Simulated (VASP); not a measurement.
# KCdF3 (P4mm) in VASP: further runs

Runs on KCdF3. Level: LDA. Tasks: single point.

All numbers are computed with VASP 6.6.1; they aren't measurements. Logs are shortened: lines on timing, memory, paths and dates and some standing lists are left out, and cuts for length are marked.

## (1) The cell of the first run

It takes space group P4mm (No. 99, tetragonal). Conventional cell: a = 4.382 Å, b = 4.382 Å, c = 4.382 Å, α = 90.00°, β = 90.00°, γ = 90.00°. Around K (site symmetry 4mm) lie 12 F at 3.01 to 3.19 Å. Cd (site symmetry 4mm) has 6 F at 2.07 to 2.32 Å as nearest neighbours. F (site symmetry 4mm) has 2 Cd at 2.07 to 2.32 Å as nearest neighbours. F (site symmetry 2mm) has 2 Cd at 2.19 Å as nearest neighbours.

The cell comes from a database or a generator and needn't be the stable form of this composition.

## (2) Single point, LDA

INCAR reads:

```
  ALGO = Normal
  EDIFF = 1E-6
  ENCUT = 520
  ISIF = 2
  ISMEAR = 0
  LASPH = True
  LCHARG = False
  LREAL = False
  LWAVE = False
  NBANDS = 29
  NELM = 100
  PREC = Accurate
  SIGMA = 0.05
```

KPOINTS reads:

```
k-points
0
Gamma
  6 6 6
```

POSCAR reads:

```
KCdF3
1.0
    4.3820890200      0.0000000000      0.0000000000
    0.0000000000      4.3820890200      0.0000000000
    0.0000000000      0.0000000000      4.3820890200
K Cd F
1 1 3
Direct
    0.0000000000      0.0000000000      0.0000000000
    0.5000000000      0.5000000000      0.5000000000
   -0.0285252078      0.5000000000      0.5000000000
    0.4714747922      0.0000000000      0.5000000000
    0.4714747922      0.5000000000      0.0000000000
```

Potentials or basis: VASP PAW LDA potentials, release 64 (K_sv, Cd, F).

Started as:

```
$ cat potpaw_LDA.64/K_sv/POTCAR potpaw_LDA.64/Cd/POTCAR potpaw_LDA.64/F/POTCAR > POTCAR
$ mpirun -np 1 vasp_std > vasp.out
```

OUTCAR:

```text
EDIFF = 1E-6
   ENCUT = 520
   ISIF = 2
   ISMEAR = 0
   LASPH = True
   LREAL = False
   NELM = 100
   PREC = Accurate

 ion  position               nearest neighbor table
   1  0.000  0.000  0.000-   2 3.80   2 3.80   2 3.80   2 3.80   2 3.80   2 3.80   2 3.80   2 3.80

   2  0.500  0.500  0.500-   3 2.07   4 2.19   5 2.19   5 2.19   4 2.19   3 2.32   1 3.80   1 3.80
                             1 3.80   1 3.80   1 3.80   1 3.80   1 3.80   1 3.80
   3  0.971  0.500  0.500-   2 2.07   2 2.32
   4  0.471  0.000  0.500-   2 2.19   2 2.19
   5  0.471  0.500  0.000-   2 2.19   2 2.19

  LATTYP: Found a simple cubic cell.
 ALAT       =     4.3820890200

  Lattice vectors:

 A1 = (   4.3820890200,   0.0000000000,   0.0000000000)
 A2 = (   0.0000000000,   4.3820890200,   0.0000000000)
 A3 = (   0.0000000000,   0.0000000000,   4.3820890200)

Analysis of symmetry for initial positions (statically):
=====================================================================
 Subroutine PRICEL returns:
 Original cell was already a primitive cell.

 Routine SETGRP: Setting up the symmetry group for a
 simple cubic supercell.

 Subroutine GETGRP returns: Found  8 space group operations
 (whereof  8 operations were pure point group operations)
 out of a pool of 48 trial point group operations.

The static configuration has the point symmetry C_4v.

Analysis of symmetry for dynamics (positions and initial velocities):
=====================================================================
 Subroutine PRICEL returns:
 Original cell was already a primitive cell.

 Routine SETGRP: Setting up the symmetry group for a
 simple cubic supercell.

 Subroutine GETGRP returns: Found  8 space group operations
 (whereof  8 operations were pure point group operations)
 out of a pool of 48 trial point group operations.

The dynamic configuration has the point symmetry C_4v.

 Subroutine INISYM returns: Found  8 space group operations
 (whereof  8 operations are pure point group operations),
 and found     1 'primitive' translations

----------------------------------------------------------------------------------------

                                     Primitive cell

  volume of cell :      84.1480

  direct lattice vectors                    reciprocal lattice vectors
     4.382089020  0.000000000  0.000000000     0.228201663  0.000000000  0.000000000
     0.000000000  4.382089020  0.000000000     0.000000000  0.228201663  0.000000000
     0.000000000  0.000000000  4.382089020     0.000000000  0.000000000  0.228201663

  length of vectors
     4.382089020  4.382089020  4.382089020     0.228201663  0.228201663  0.228201663

  position of ions in fractional coordinates (direct lattice)
     0.000000000  0.000000000  0.000000000
     0.500000000  0.500000000  0.500000000
     0.971474792  0.500000000  0.500000000
     0.471474792  0.000000000  0.500000000
     0.471474792  0.500000000  0.000000000

  ion indices of the primitive-cell ions
   primitive index   ion index
                 1           1
                 2           2
                 3           3
                 4           4
                 5           5

----------------------------------------------------------------------------------------

 KPOINTS: k-points

Automatic generation of k-mesh.
 Grid dimensions read from file:
 generate k-points for:    6    6    6

 Generating k-lattice:

  Cartesian coordinates                     Fractional coordinates (reciprocal lattice)
     0.038033610  0.000000000  0.000000000     0.166666667  0.000000000  0.000000000
     0.000000000  0.038033610  0.000000000     0.000000000  0.166666667  0.000000000
     0.000000000  0.000000000  0.038033610     0.000000000  0.000000000  0.166666667

  Length of vectors
     0.038033610  0.038033610  0.038033610

  Shift w.r.t. Gamma in fractional coordinates (k-lattice)
     0.000000000  0.000000000  0.000000000

 Subroutine IBZKPT returns following result:
 ===========================================

 Found     40 irreducible k-points:

 Following reciprocal coordinates:
            Coordinates               Weight
  0.000000  0.000000  0.000000      1.000000
  0.166667  0.000000  0.000000      2.000000
  0.000000  0.166667  0.000000      4.000000
  0.333333  0.000000  0.000000      2.000000
  0.000000  0.333333  0.000000      4.000000
  0.500000  0.000000  0.000000      1.000000
[... 16 lines left out ...]
  0.166667  0.166667  0.166667      8.000000
  0.333333  0.166667  0.166667      8.000000
 [... further k-points ...]
   k-points           NKPTS =     40   k-points in BZ     NKDIM =     40   number of bands    NBANDS=     29
   number of dos      NEDOS =    301   number of ions     NIONS =      5
   total plane-waves  NPLWV =  46656
   dimension x,y,z NGX =    36 NGY =   36 NGZ =   36
   dimension x,y,z NGXF=    72 NGYF=   72 NGZF=   72
   ions per type =               1   1   3
   NGX,Y,Z   is equivalent  to a cutoff of  13.66, 13.66, 13.66 a.u.
   NGXF,Y,Z  is equivalent  to a cutoff of  27.32, 27.32, 27.32 a.u.
 SYSTEM =  unknown system
   PREC   = accura    normal or accurate (medium, high low for compatibility)
   ISTART =      0    job   : 0-new  1-cont  2-samecut
   ICHARG =      2    charge: 1-file 2-atom 10-const
   ISPIN  =      1    spin polarized calculation?
   LNONCOLLINEAR =      F non collinear calculations
   LSORBIT =      F    spin-orbit coupling
   LASPH  =      T    aspherical Exc in radial PAW
   ENCUT  =  520.0 eV  38.22 Ry    6.18 a.u.   8.15  8.15  8.15*2*pi/ulx,y,z
   NELM   =    100;   NELMIN=  2; NELMDL= -5     # of ELM steps
   EDIFF  = 0.1E-05   stopping-criterion for ELM
   LREAL  =      F    real-space projection
   EDIFFG = 0.1E-04   stopping-criterion for IOM
   NSW    =      0    number of steps for IOM
   IBRION =     -1    ionic relax: 0-MD 1-quasi-New 2-CG
   NFREE  =      0    steps in history (QN), initial steepest desc. (CG)
   ISIF   =      2    stress and relaxation
   ISYM   =      2    0-nonsym 1-usesym 2-fastsym
   POTIM  = 0.5000    time-step for ionic-motion
   TEBEG  =    0.0;   TEEND  =   0.0 temperature during run
   PSTRESS=    0.0 pullay stress
   NELECT =      42.0000    total number of electrons
   NUPDOWN=      -1.0000    fix difference up-down
   EMIN   =  10.00;   EMAX   =-10.00  energy-range for DOS
   EFERMI =   0.00;   METHOD = LEGACY
   ISMEAR =     0;   SIGMA  =   0.05  broadening in eV -4-tet -1-fermi 0-gaus
   EFERMI_NEDOS =   21; number of points for ismear=-14 and -15
   IALGO  =     38    algorithm
   IMIX   =      4    mixing-type and parameters
     AMIX     =   0.40;   BMIX     =  1.00
     AMIX_MAG =   1.60;   BMIX_MAG =  1.00
  volume/ion in A,a.u.               =      16.83       113.57
  Fermi-wavevector in a.u.,A,eV,Ry     =   1.298604  2.454006 22.944488  1.686372
  Thomas-Fermi vector in A             =   2.429922
   LORBIT       =      0    0 simple, 1 ext, 2 COOP (PROOUT), +10 PAW based schemes
   GGA     = CA    functional components
   LHFCALC =     F    Hartree Fock is set to
   AEXX    =    0.0000 exact exchange contribution
   IVDW    =     0    specifies the selected vdW correction
   LEPSILON=     F    determine dielectric tensor
   LRPA    =     F    only Hartree local field effects (RPA)
 non-spin polarized calculation
 Gauss-broadening in eV      SIGMA  =   0.05
  energy-cutoff  :      520.00
  volume of cell :       84.15
 maximum number of plane-waves:      2301
 NGX is ok and might be reduce to    36
   NGX = 17   NGY = 17   NGZ = 17

 number of electron      41.9999949 magnetization

 Free energy of the ion-electron system (eV)
  ---------------------------------------------------
  ext. energy  EPLUGINS =         0.00000000
  ---------------------------------------------------
  free energy    TOTEN  =       -21.58514097 eV

  energy without entropy =      -21.58514097  energy(sigma->0) =      -21.58514097

 E-fermi :  -1.5255     XC(G=0):  -9.7027

 val. band max:       -1.8263778777   @ k =   0.5000   0.5000   0.5000
 cond. band min:       0.9832656450   @ k =   0.0000   0.0000   0.0000
 fundamental gap:      2.8096435228
 Fermi energy:        -1.5254765094

 k-point     1 :       0.0000    0.0000    0.0000
  band No.  band energies     occupation
      1     -29.0135      2.00000
      2     -22.4538      2.00000
      3     -22.1522      2.00000
      4     -22.0923      2.00000
      5     -12.7148      2.00000
      6     -12.7148      2.00000
[... 21 lines left out ...]
     28       8.3638      0.00000
     29      10.0692      0.00000

 k-point     2 :       0.1667    0.0000    0.0000
  band No.  band energies     occupation
      1     -29.0119      2.00000
      2     -22.4258      2.00000
      3     -22.1604      2.00000
      4     -22.0912      2.00000
      5     -12.7184      2.00000
      6     -12.7111      2.00000
[... 21 lines left out ...]
     28       8.4033      0.00000
     29      10.1363      0.00000

 k-point     3 :       0.0000    0.1667    0.0000
  band No.  band energies     occupation
      1     -29.0119      2.00000
      2     -22.4347      2.00000
      3     -22.1485      2.00000
      4     -22.0946      2.00000
      5     -12.7197      2.00000
      6     -12.7110      2.00000
[... 21 lines left out ...]
     28       8.4058      0.00000
     29      10.0672      0.00000

 k-point     4 :       0.3333    0.0000    0.0000
  band No.  band energies     occupation
      1     -29.0088      2.00000
      2     -22.3624      2.00000
      3     -22.1845      2.00000
      4     -22.0890      2.00000
      5     -12.7283      2.00000
      6     -12.7035      2.00000
[... 597 lines left out ...]
     28       8.9084      0.00000
     29       9.0815      0.00000

 k-point    23 :       0.1667    0.1667    0.1667
  band No.  band energies     occupation
      1     -29.0090      2.00000
      2     -22.3862      2.00000
      3     -22.1531      2.00000
      4     -22.0963      2.00000
      5     -12.7245      2.00000
      6     -12.7244      2.00000
[... 21 lines left out ...]
     28       8.3602      0.00000
     29      10.0943      0.00000

 k-point    24 :       0.3333    0.1667    0.1667
  band No.  band energies     occupation
      1     -29.0062      2.00000
      2     -22.3187      2.00000
      3     -22.1777      2.00000
      4     -22.0939      2.00000
      5     -12.7400      2.00000
      6     -12.7231      2.00000
[... 21 lines left out ...]
     28       8.4992      0.00000
     29       9.7508      0.00000

 [... further k-points ...]

------------------------ aborting loop because EDIFF is reached ----------------------------------------

  FORCE on cell =-STRESS in cart. coord.  units (eV):
  Direction    XX          YY          ZZ          XY          YZ          ZX
  --------------------------------------------------------------------------------------
  -------------------------------------------------------------------------------------
  Total       -0.4778559     -1.5590001     -1.5590001      0.0000000      0.0000000      0.0000000
  in kB       -9.0983771    -29.6833650    -29.6833650      0.0000000      0.0000000      0.0000000
  external PRESSURE =     -22.8217023 kB  Pullay stress =       0.0000000 kB

 VOLUME and BASIS-vectors are now :
 -----------------------------------------------------------------------------
  energy-cutoff  :      520.00
  volume of cell :       84.15
      direct lattice vectors                 reciprocal lattice vectors
     4.382089020  0.000000000  0.000000000     0.228201663  0.000000000  0.000000000
     0.000000000  4.382089020  0.000000000     0.000000000  0.228201663  0.000000000
     0.000000000  0.000000000  4.382089020     0.000000000  0.000000000  0.228201663

 POSITION                                       TOTAL-FORCE (eV/Angst)
 -----------------------------------------------------------------------------------
      0.00000      0.00000      0.00000         0.092878      0.000000      0.000000
      2.19104      2.19104      2.19104        -1.282939      0.000000      0.000000
      4.25709      2.19104      2.19104         1.313702      0.000000     -0.000000
      2.06604      0.00000      2.19104        -0.061821      0.000000      0.000000
      2.06604      2.19104      0.00000        -0.061821     -0.000000     -0.000000
 -----------------------------------------------------------------------------------
    total drift:                               -0.000652     -0.000000      0.000001

  FREE ENERGIE OF THE ION-ELECTRON SYSTEM (eV)
  ---------------------------------------------------
  free  energy   TOTEN  =       -21.5851409736 eV

  energy  without entropy=      -21.5851409736  energy(sigma->0) =      -21.58514097
```

Run time: 83 s. Hardware: 1 thread of AMD EPYC 7R13 (Zen 3), shared host; peak memory 0.2 GiB.

Results:

```
Free energy            : -21.5851 eV
Pressure               : -2.3 GPa
Largest force          : 1.314 eV/Å
Band gap on the k mesh : 2.81 eV, indirect (least direct gap 4.51 eV)
```

Forces in eV/Å, atoms in the order of the input:
```
K    0.093  0.000  0.000
Cd  -1.283  0.000  0.000
F    1.314  0.000  0.000
F   -0.062  0.000  0.000
F   -0.062  0.000  0.000
```

Stress tensor (GPa, compression positive):
```
-0.91  0.00  0.00
 0.00 -2.97  0.00
 0.00  0.00 -2.97
```

Caveat: forces of over 1 eV/Å show positions far from the minimum, so gaps and moduli don't describe the material at rest. A k mesh can miss the band edges.

## (3) Single point, LDA

INCAR reads:

```
SYSTEM = KCdF3
  PREC = Accurate
  ENCUT = 520
  EDIFF = 1E-6
  ISMEAR = 0
  SIGMA = 0.05
  LREAL = .FALSE.
  LASPH = .TRUE.
  NELM = 100
  ALGO = Normal
  ISIF = 2
  LWAVE = .FALSE.
  LCHARG = .FALSE.
  NBANDS = 29
```

KPOINTS reads:

```
regular mesh
0
G
  6 6 6
  0 0 0
```

POSCAR reads:

```
KCdF3
1.0
    4.3820890200      0.0000000000      0.0000000000
    0.0000000000      4.3820890200      0.0000000000
    0.0000000000      0.0000000000      4.3820890200
K Cd F
1 1 3
Direct
    0.0000000000      0.0000000000      0.0000000000
    0.5000000000      0.5000000000      0.5000000000
   -0.0057050416      0.5000000000      0.5000000000
    0.4942949584      0.0000000000      0.5000000000
    0.4942949584      0.5000000000      0.0000000000
```

Potentials or basis: VASP PAW LDA potentials, release 64 (K_sv, Cd, F).

Started as:

```
$ cat potpaw_LDA.64/K_sv/POTCAR potpaw_LDA.64/Cd/POTCAR potpaw_LDA.64/F/POTCAR > POTCAR
$ mpirun -np 1 vasp_std > vasp.out
```

Run time: 85 s. Hardware: 1 thread of AMD EPYC 7R13 (Zen 3), shared host; peak memory 0.2 GiB.

It converged, with:

| Item | Value |
| --- | --- |
| Free energy | -21.6532 eV |
| Pressure | -2.9 GPa |
| Largest force | 0.241 eV/Å |
| Band gap on the k mesh | 2.80 eV, indirect (least direct gap 4.58 eV) |

Forces in eV/Å, atoms in the order of the input:
```
K    0.019  0.000  0.000
Cd  -0.234  0.000  0.000
F    0.241  0.000  0.000
F   -0.013  0.000  0.000
F   -0.013  0.000  0.000
```

Stress tensor (GPa, compression positive):
```
-2.80  0.00  0.00
 0.00 -2.88  0.00
 0.00  0.00 -2.88
```

Levels at points of the mesh, in eV from the valence-band top:
| k point | band 19 | band 20 | band 21 | band 22 | band 23 | band 24 |
| --- | --- | --- | --- | --- | --- | --- |
| (0.00, 0.00, 0.00) | -1.79 | -1.79 | -1.78 | 2.80 | 7.99 | 7.99 |
| (0.50, 0.00, 0.00) | -1.76 | -1.64 | -1.64 | 5.39 | 6.65 | 8.74 |
| (0.00, 0.50, 0.00) | -1.77 | -1.64 | -1.64 | 5.39 | 6.64 | 8.74 |
| (0.50, 0.50, 0.00) | -1.69 | -1.44 | 0.00 | 6.76 | 8.36 | 8.37 |
| (0.00, 0.50, 0.50) | -1.69 | -1.44 | 0.00 | 6.76 | 8.36 | 8.36 |
| (0.50, 0.50, 0.50) | -1.43 | 0.00 | 0.00 | 7.47 | 7.47 | 7.47 |
